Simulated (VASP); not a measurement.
Crystal: BN.

```
B N
1.0
     2.50640    0.00000    0.00000
    -1.25320    2.17061    0.00000
     0.00000    0.00000    6.55556
B N
2 2
Cartesian
  0.0000 1.4471 1.6389
  1.2532 0.7235 4.9167
  0.0000 1.4471 4.9167
  1.2532 0.7235 1.6389
```

The cell is a database's computed one.

Base run:

- Program: VASP 6.6.1
- Functional: r2SCAN
- Potentials or basis: VASP PAW PBE potentials, release 64 (B, N)
- Cutoff: 450 eV
- k mesh: 16 × 16 × 6
- Occupations: gaussian, width 0.02 eV
- Spin: no spin polarisation

Its results: band gap on the k mesh 4.82 eV, indirect (least direct gap 5.25 eV).

The run is repeated on the same cell with these changes: functional from r2SCAN to LDA; potentials or basis from VASP PAW PBE potentials, release 64 (B, N) to VASP PAW LDA potentials, release 64 (B, N). What comes out?

Band gap on the k mesh 4.02 eV, indirect (least direct gap 4.45 eV).
